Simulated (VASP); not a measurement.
```xyz
8
Lattice="0.0000 2.8013 2.8013 2.8013 0.0000 2.8013 11.1963 11.1963 0.0090" Properties=species:S:1:pos:R:3 pbc="T T T"
Ga     2.8439     2.8439     5.5601
Ga     2.7577     2.7577     0.0436
Ga     5.5842     5.5842     0.0184
Ga    11.2122    11.2122     5.5957
P      1.3982     1.3982     1.4031
As     4.1728     4.1728     1.4299
As     6.9984     6.9984     1.4056
As     9.8246     9.8246     1.3808
```

The numbers are results of PBEsol GGA, VASP's PBE PAW potentials (set 64) (plane waves; VASP), not measurements. Numerical set-up: 400 eV cut-off, Gaussian smearing of 0.050 eV, potentials Ga_d P As.

Task: Give the energies of bands 28 to 41 at the high-symmetry points, in eV from the valence-band maximum.

Result: 
```tsv
band	Γ	T	H2	L	S0	F
28	-1.37	-1.86	-6.49	-6.53	-6.49	-6.30
29	-1.37	-1.35	-4.18	-3.25	-4.18	-3.38
30	-0.80	-1.35	-4.03	-3.21	-4.00	-3.31
31	-0.80	-0.93	-3.85	-2.77	-3.91	-2.84
32	-0.60	-0.93	-3.75	-2.48	-3.73	-2.76
33	-0.60	-0.34	-2.49	-2.31	-2.54	-2.20
34	-0.07	-0.34	-2.40	-2.23	-2.33	-2.01
35	0.00	-0.15	-2.17	-1.57	-2.24	-1.20
36	0.00	-0.15	-2.10	-1.42	-2.04	-1.18
37	0.69	0.96	2.26	1.41	2.13	1.02
38	0.96	1.27	2.34	1.70	2.65	1.30
39	1.44	1.64	3.18	2.04	2.74	1.52
40	1.61	1.76	3.23	2.12	3.55	2.05
41	3.60	3.82	4.59	2.56	4.23	2.23
```

The gap is direct, 0.69 eV, from the valence maximum at Γ to the conduction minimum at Γ.

The structure was generated: Ga4As3P was put into an ordered model structure (R3m), which need not be its known phase. It was relaxed first.
